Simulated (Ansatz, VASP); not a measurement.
# TiB2: VASP beside Ansatz, part 2 of 2

Wanted: the spread between two codes on one cell, functional and k mesh. The cell is taken from a series of runs on this material, whose earlier steps may have relaxed, scaled, displaced or heated it; both programs get it as it stands.

VASP 6.6.1 and Ansatz 0.2.0.

So far: The starting structure; VASP: zone-centre phonons, LDA.

## 3. Ansatz: zone-centre phonons, LDA

Level of this step: Ansatz beside VASP: Kohn-Sham DFT, plane waves, LDA (Ansatz).

Ansatz runs on its PAW soft_1 files.

The same cell, functional (in two slightly different forms), mesh and smearing now go to Ansatz, which takes its cutoff from its data sets.

The input, input.yaml:

```yaml
crystal:
  lattice:
    - [2.9935898201, 0.0, 0.0]
    - [-1.49679491, 2.5925248327, 0.0]
    - [0.0, 0.0, 3.1600306491]
  atoms:
    - { symbol: B, position: [0.3333333333, 0.6666666667, 0.5] }
    - { symbol: B, position: [0.6666666667, 0.3333333333, 0.5] }
    - { symbol: Ti, position: [0.0, 0.0, 0.0] }
kpoints:
  mp_grid: { grid: [18, 18, 16] }
hamiltonian:
  xc: lda
  pseudopotentials: { kind: paw, azcp: { folder: soft_1 }, xc_functional: pbe }
scf:
  occupations: { method: methfessel_paxton, width: 0.2 }
output:
  eigenvalues: true
phonons:
  method: dfpt
```

Command:

```console
$ ansatz run input.yaml --threads 4 --pin off --max-ram 10240MiB --backend cpu --events-out ev --progress --plain --runs-dir out
```

Numbers of over 12 decimals in the logs are rounded to 6 here.

Output:

```text
zone centre: on kpoints.mp_grid the ground state, and the responses unless they are solved on pairs of k-points, stand on 819 of the mesh's 5184 k-points, reduced under 4 symmetry operations, with k and −k counted as one. Each operation leaves every solved displacement unchanged or reverses it
Engine: ansatz 0.2.0, x86_64-unknown-linux-gnu
Pseudopotentials: kind: paw
Pseudopotential: B, paw, valence charge 3, recommended cutoff 420 eV (normal), soft_1/B.paw.azcp
Pseudopotential: Ti, paw, valence charge 12, recommended cutoff 420 eV (normal), soft_1/Ti.paw.azcp
Functional definition: SPW92
  exchange = slater_x
  correlation = pw_c
Crystal: 3 atoms, lattice volume = 24.525 Å³
Basis set: ecut = 420 eV, 467 PW (Γ), exchange–correlation on 48×48×48 points (8 copies of the dense FFT grid, shifted against one another)
Bands: 13, of which v1, the nominal top of the filled ones, is band 9 counted from 1 (8 counted from 0)
Symmetry: 24 space group operations
k-points: 819 of 5184 (irreducible under 4 space group operations, time reversal used)
Non-local potential: B, projectors of the file, l = 0: 2, l = 1: 2, l = 2: 1
Non-local potential: Ti, projectors of the file, l = 0: 3, l = 1: 2, l = 2: 3, l = 3: 1
PAW form: soft (Blöchl's): semilocal exchange-correlation on the pseudo side does not see the compensation charge
PAW frozen core: B, regenerated for the run's functional, and the local potential with it (the file was generated under x = pbe(κ = 0.804, μ = 0.219515), c = pbe(β = 0.066725))
PAW frozen core: Ti, regenerated for the run's functional, and the local potential with it (the file was generated under x = pbe(κ = 0.804, μ = 0.219515), c = pbe(β = 0.066725))
PAW one-centre angular grid: B, 110 points (default); XC on 64 Gauss nodes
PAW one-centre angular grid: Ti, 590 points (default); XC on 64 Gauss nodes
Initial density: superposition of atomic densities (chi_scale 0.1, normalization cell, long waves kept (reshape's long-wave potential 0.00 eV rms))
Initial wavefunctions: pseudopotential atomic-orbital guess
Functional: x = slater, c = lda
SCF iter   1: F=—  HF=-2754.550681 eV  |F-HF|=—  |Δ(HF+E_count)|=         —  Δρ=1.12e-1  dr2=4.81e0  ethr=3.10e-3  ⟨swp⟩=4.3  Hψ=50455  notcnv=0
preconditioner: auto → none  [metal: Δε(μ)=0.004 eV  Ē_g=9.669 eV  σ=0.200 eV  W_gap=0.02  n_scr=8 (ndim 8)  ℏωp=23.7 eV  f_vac=0.000  D(μ)=0.40/eV (n_scr^D=0)  sad-step TF]
SCF iter   2: F=—  HF=-2753.895711 eV  |F-HF|=—  |Δ(HF+E_count)|=   6.55e-1  S|Δr|=    0.00e0  Δρ=7.46e-2  dr2=2.30e0  ethr=3.10e-3  ⟨swp⟩=2.0  Hψ=20345  notcnv=0
SCF iter   3: F=—  HF=-2753.317041 eV  |F-HF|=—  |Δ(HF+E_count)|=   5.79e-1  S|Δr|=    0.00e0  Δρ=9.15e-3  dr2=2.38e-2  ethr=3.10e-3  ⟨swp⟩=3.1  Hψ=20953  notcnv=0
SCF iter   4: F=—  HF=-2753.314394 eV  |F-HF|=—  |Δ(HF+E_count)|=   2.65e-3  S|Δr|=    0.00e0  Δρ=1.04e-3  dr2=3.22e-4  ethr=1.32e-4  ⟨swp⟩=2.0  Hψ=19197  notcnv=0
SCF iter   5: F=—  HF=-2753.314393 eV  |F-HF|=—  |Δ(HF+E_count)|=   7.82e-7  S|Δr|=    0.00e0  Δρ=3.37e-4  dr2=4.60e-5  ethr=1.79e-6  ⟨swp⟩=2.1  Hψ=14570  notcnv=0
SCF iter   6: F=—  HF=-2753.314384 eV  |F-HF|=—  |Δ(HF+E_count)|=   8.81e-6  S|Δr|=    0.00e0  Δρ=7.15e-5  dr2=1.39e-6  ethr=2.56e-7  ⟨swp⟩=2.4  Hψ=14761  notcnv=0
SCF iter   7: F=—  HF=-2753.314385 eV  |F-HF|=—  |Δ(HF+E_count)|=   1.38e-6  S|Δr|=    0.00e0  Δρ=5.28e-6  dr2=4.75e-9  ethr=7.70e-9  ⟨swp⟩=2.9  Hψ=17202  notcnv=0
SCF iter   8: F=—  HF=-2753.314385 eV  |F-HF|=—  |Δ(HF+E_count)|=   3.15e-9  S|Δr|=    0.00e0  Δρ=1.16e-6  dr2=3.68e-10  ethr=2.64e-11  ⟨swp⟩=2.0  Hψ=17262  notcnv=0
SCF iter   9: F=—  HF=-2753.314385 eV  |F-HF|=—  |Δ(HF+E_count)|=  1.04e-10  S|Δr|=    0.00e0  Δρ=1.94e-7  dr2=1.18e-11  ethr=2.05e-12  ⟨swp⟩=3.0  Hψ=17993  notcnv=0
SCF iter  10: F=-2753.314385 eV  HF=-2753.314385 eV  |F-HF|=4.55e-13  |Δ(HF+E_count)|=  2.73e-12  S|Δr|=    0.00e0  Δρ=5.94e-9  dr2=1.20e-14  ethr=1.00e-12  ⟨swp⟩=4.8  Hψ=37298  notcnv=0
SCF 1 converged in 10 iterations: F = -2753.314385 eV  dr2 = 1.20e-14
  greatest PAW one-centre occupation: 0.998 electrons in one spin orbital (limit 2), on the Ti atom at site 2 (counted from 0), in its partial waves of l = 0
DFPT response loops at Γ: preconditioner auto → Kerker (q_TF=auto, 2.591 Å⁻¹) (partly filled bands, converged f_vac=0.000); β = 1.00, the filter's whole step (`scf.mixing.beta` (0.50) is not read by the response loops under this deck's `scf.mixing.preconditioner`; to damp them name `kerker` or `kerker_dos`, under which they read `scf.mixing.beta`, and type it under 1.00, their step now; both keys bind the ground state too); Broyden in place of MSR1
SCF converged after 10 iterations
Stability not checked: this state was not tested for a lower state beside it, because cold or Methfessel-Paxton smearing, or corrected tetrahedra, fill the levels in a way that the test cannot read (fill_not_monotonic; see scf.lower_state_search)
Free energy (F): -2753.314385 eV
Harris-Foulkes:  -2753.314385 eV  (|F-HF|=4.55e-13)
Internal energy: -2753.314885 eV  (E = F + TS)
E sigma→0 (E₀):  -2753.314510 eV
Entropy (-TS):   0.000499 eV (0.166 meV/atom)
Fermi energy:    15.567497 eV
--- Per-component energies (eV) ---
  E_band       = -83.758019
  E_kinetic    = 387.175317
  E_local      = -820.357591  (includes V_loc(G=0)·N_el)
  E_nonlocal   = 81.469370
  E_hartree    = 338.064277
  E_xc         = -184.398173
  E_vxc        = -227.278616  (∫ρ·V_xc dr)
  E_paw        = -1138.372385  (= ΣΔE_a)
  E_vpaw       = -180.894983  (= ΣTr[D̂ρ^β])
  E_aug_tail   = -0.000068  (compensation charges beyond the density's cutoff)
  E_ewald      = -1417.313252
  E_core_change = 0.417619  (= ΣΔE_core)
  E_smearing   = 0.000499  (= −TS)
  E_closure    = 0.000000  (closes the sum)
  Σ components = -2753.314385   (vs F -2753.314385, Δ=0.00e0)
--- Band table (eV; the first three rows and the last of 819) ---
  k-point 0: bands = [... 5 lower, 12.7759, 12.7759, 13.3311, 13.3667, 17.5541, 17.5541, 19.4465, 19.4465]
  k-point 1: bands = [... 5 lower, 12.5518, 12.8196, 12.8196, 14.0932, 17.3985, 17.3985, 19.3477, 19.3477]
  k-point 2: bands = [... 5 lower, 11.7146, 12.9499, 12.9499, 14.7831, 17.0227, 17.0227, 19.0638, 19.0638]
  k-point 818: bands = [... 5 lower, 8.3467, 10.2009, 11.4558, 12.7058, 18.1530, 18.8902, 19.6179, 20.4289]
--- Phonons (Γ-DFPT): 4 representative perturbations + reference, on 819 of 5184 k-points (Σ response iterations 12) ---
  k mesh reduced under 4 symmetry operations, with k and −k counted as one. Each operation leaves every solved displacement unchanged or reverses it
  ASR residual: 2.101e-6 → 0.000e0 eV/Å²; symmetrization residual: 4.755e-7 eV/Å²
  ASR residual per site (eV/Å²): 2.10e-6 2.10e-6 1.02e-6
  Γ frequencies (cm⁻¹): 0.00 0.00 0.00 535.42 535.42 540.92 571.69 916.36 916.36
  non-analytic LO–TO correction: not included (Born effective charges unavailable; polar crystals: no LO–TO splitting at Γ)
```

The column dr2 measures how far the density is from self-consistency, as an energy; F and HF (Harris–Foulkes) agree once it is small.

## 4. Differences

Known differences besides the potentials themselves: the two LDA forms differ slightly; the cutoff is 420 eV in Ansatz and 500 eV in VASP; VASP's log shows a relativistic correction to its local exchange, Ansatz's none. Total energies have different zeros and are not compared.

The two programs side by side:

```
                  quantity  Ansatz   VASP  difference
optical mode 1 to 2 (cm⁻¹)   535.4  535.9     -0.09 %
     optical mode 3 (cm⁻¹)   540.9  542.4     -0.28 %
     optical mode 4 (cm⁻¹)   571.7  572.6     -0.16 %
optical mode 5 to 6 (cm⁻¹)   916.4  918.2     -0.20 %
```

Modes are paired by rising frequency, not by their patterns, so a pair may set unlike modes beside each other; they are those without the splitting of longitudinal modes.

## 5. Summary of results

| Item | Value |
| --- | --- |
| r.m.s. difference of the optical zone-centre modes, each program's sorted by frequency (zone-centre phonons, LDA) | 1.3 cm⁻¹ |

In words: The r.m.s. difference of the optical zone-centre modes, each program's sorted by frequency is 1.3 cm⁻¹ (zone-centre phonons, LDA). How closely two codes agree says nothing of how well the functional describes the real material.

[Lines on the potential files, build, host, timing and source positions are cut from VASP's logs without a mark.]

[Logs are printed without paths, hosts, clocks, repeated set-up lines and the standing remarks that a program may print on its own settings, such as how far it seeks lower states.]

[Hosts, paths, dates, database ids (printed as entryN), source tags and the programs' standing remarks are cut or masked in the printed files.]
